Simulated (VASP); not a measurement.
NiAuS2:

```
CELL_PARAMETERS angstrom
0.00000 5.56708 0.00000
5.56708 0.00000 0.00000
2.78354 2.78354 -4.98029
ATOMIC_POSITIONS crystal
Au 0.00000 0.00000 0.00000
Au 0.75000 0.25000 0.50000
Ni 0.50000 0.50000 0.00000
Ni 0.25000 0.75000 0.50000
S 0.37500 0.42900 0.75000
S 0.57100 0.12500 0.25000
S 0.87500 0.82100 0.75000
S 0.17900 0.62500 0.25000
```

The cell was built by a generator and needn't be a form met in nature.

Base run:

- Program: VASP 6.6.1
- Functional: PBE
- Potentials or basis: VASP PAW PBE potentials, release 64 (Au, Ni, S)
- Cutoff: 520 eV
- k mesh: 4 × 4 × 4
- Occupations: fermi-dirac, width 0.0926 eV
- Spin: no spin polarisation
- Hubbard terms: Au d U = 6.0 eV

Its results: band gap on the k mesh none (metal or under the smearing width); pressure -0.5 GPa; largest force 0.104 eV/Å.

Question: The run is repeated on the same cell with these changes: hubbard terms from Au d U = 6.0 eV to none; further incar settings from ALGO = Normal; EDIFF = 1e-07; NBANDS = 43 to ALGO = Normal; EDIFF = 1e-06; NBANDS = 43. What comes out?

Answer: Band gap on the k mesh none (metal or under the smearing width); pressure -1.1 GPa; largest force 0.356 eV/Å.

Caveats: the run has no spin polarisation, though such a crystal can be magnetic; U without spin polarisation on a metal has little footing (some runs).
